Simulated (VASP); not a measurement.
These are optB88-vdW, VASP's PBE PAW potentials (set 64) (plane waves; VASP) values and carry that method's errors.

The input files of a VASP run:

**INCAR**
```
AGGAC = 0.0
ALGO = Normal
EDIFF = 1E-7
ENCUT = 520
GGA = BO
ISIF = 2
ISMEAR = 0
LASPH = .TRUE.
LCHARG = .FALSE.
LMAXMIX = 4
LREAL = .FALSE.
LUSE_VDW = .TRUE.
LWAVE = .FALSE.
NELM = 100
PARAM1 = 0.1833333333
PARAM2 = 0.22
PREC = Accurate
SIGMA = 0.05
SYSTEM = CsPbBr3
```

File KPOINTS:
```
Automatic mesh
0
Gamma
4 4 4
0 0 0
```

### POSCAR
```
CsPbBr3
11.7394570
  0.5000000022   0.0000000000   0.0000000000
  0.0000000000   0.5000000022   0.0000000000
  0.0000000000   0.0000000000   0.5000000022
Cs Pb Br
1 1 3
Direct
  0.0000000000   0.0000000000   0.0000000000
  0.5000000000   0.5000000000   0.5000000000
  0.5000000000   0.0000000000   0.5000000000
  0.0000000000   0.5000000000   0.5000000000
  0.5000000000   0.5000000000   0.0000000000
```

POTCAR, in this order: Cs_sv Pb_d Br (PBE.64 set). Program: vasp_std.

What VASP printed:

### OUTCAR
```
 ion  position               nearest neighbor table
   1  0.000  0.000  0.000-
   2  0.500  0.500  0.500-   3 2.93   4 2.93   5 2.93   5 2.93   3 2.93   4 2.93
   3  0.500  0.000  0.500-   2 2.93   2 2.93
   4  0.000  0.500  0.500-   2 2.93   2 2.93
   5  0.500  0.500  0.000-   2 2.93   2 2.93
  LATTYP: Found a simple cubic cell.
 ALAT       =     5.8697285259
 Subroutine PRICEL returns:
 Original cell was already a primitive cell.
 Subroutine GETGRP returns: Found 48 space group operations
The static configuration has the point symmetry O_h .
The dynamic configuration has the point symmetry O_h .
 Subroutine INISYM returns: Found 48 space group operations
 Subroutine IBZKPT returns following result:
 Found     10 irreducible k-points:

 Following reciprocal coordinates:
            Coordinates               Weight
  0.000000  0.000000  0.000000      1.000000
  0.250000  0.000000  0.000000      6.000000
  0.500000  0.000000  0.000000      3.000000
  0.250000  0.250000  0.000000     12.000000
  0.500000  0.250000  0.000000     12.000000
  0.500000  0.500000  0.000000      3.000000
...
```

**OSZICAR**
```
       N       E                     dE             d eps       ncg     rms          rms(c)
DAV:   1     0.420474896650E+03    0.42047E+03   -0.18914E+04   520   0.150E+03
DAV:   2     0.446124694874E+02   -0.37586E+03   -0.36899E+03   634   0.336E+02
DAV:   3    -0.322752408623E+01   -0.47840E+02   -0.45221E+02   610   0.126E+02
DAV:   4    -0.531210391910E+01   -0.20846E+01   -0.20798E+01   656   0.341E+01
DAV:   5    -0.536618205746E+01   -0.54078E-01   -0.54013E-01   676   0.470E+00    0.416E+00
DAV:   6    -0.477034615216E+01    0.59584E+00   -0.11625E+00   758   0.105E+01    0.231E+00
DAV:   7    -0.471881551881E+01    0.51531E-01   -0.54526E-01   764   0.413E+00    0.969E-01
DAV:   8    -0.472487867506E+01   -0.60632E-02   -0.61833E-02   664   0.214E+00    0.192E-01
DAV:   9    -0.472424284153E+01    0.63583E-03   -0.10162E-02   730   0.792E-01    0.949E-02
DAV:  10    -0.472451661354E+01   -0.27377E-03   -0.10226E-03   608   0.206E-01    0.391E-02
DAV:  11    -0.472456855138E+01   -0.51938E-04   -0.11209E-04   712   0.929E-02    0.776E-03
DAV:  12    -0.472457113536E+01   -0.25840E-05   -0.17824E-05   692   0.491E-02    0.356E-03
DAV:  13    -0.472457124653E+01   -0.11117E-06   -0.13808E-06   654   0.966E-03    0.184E-03
DAV:  14    -0.472457128425E+01   -0.37725E-07   -0.26243E-07   490   0.441E-03
   1 F= -.47245713E+01 E0= -.47245713E+01  d E =-.541318E-12
```

**OUTCAR**
```
------------------------ aborting loop because EDIFF is reached ----------------------------------------
  FORCE on cell =-STRESS in cart. coord.  units (eV):
  Direction    XX          YY          ZZ          XY          YZ          ZX
  --------------------------------------------------------------------------------------
  Total        0.9033890      0.9033890      0.9033890     -0.0000000     -0.0000000      0.0000000
  in kB        7.1570056      7.1570056      7.1570056     -0.0000000     -0.0000000      0.0000000
  external PRESSURE =       7.1570056 kB  Pullay stress =       0.0000000 kB
  volume of cell :      202.23
      direct lattice vectors                 reciprocal lattice vectors
     5.869728526  0.000000000  0.000000000     0.170365630  0.000000000  0.000000000
     0.000000000  5.869728526  0.000000000     0.000000000  0.170365630  0.000000000
     0.000000000  0.000000000  5.869728526     0.000000000  0.000000000  0.170365630
 POSITION                                       TOTAL-FORCE (eV/Angst)
 -----------------------------------------------------------------------------------
      0.00000      0.00000      0.00000         0.000000      0.000000      0.000000
      2.93486      2.93486      2.93486         0.000000      0.000000      0.000000
      2.93486      0.00000      2.93486         0.000000      0.000000      0.000000
      0.00000      2.93486      2.93486         0.000000      0.000000      0.000000
      2.93486      2.93486      0.00000         0.000000      0.000000      0.000000
 -----------------------------------------------------------------------------------
    total drift:                                0.000000     -0.000000     -0.000000
  FREE ENERGIE OF THE ION-ELECTRON SYSTEM (eV)
  ---------------------------------------------------
  free  energy   TOTEN  =        -4.7245712843 eV

  energy  without entropy=       -4.7245712843  energy(sigma->0) =       -4.72457128
```
(Selected blocks of OUTCAR.)

The compound is CsPbBr3 in the cubic perovskite structure, the ideal cubic form; the compound distorts at low or room temperature. This cell is one point of a volume scan, at 0.97 of the reference volume.
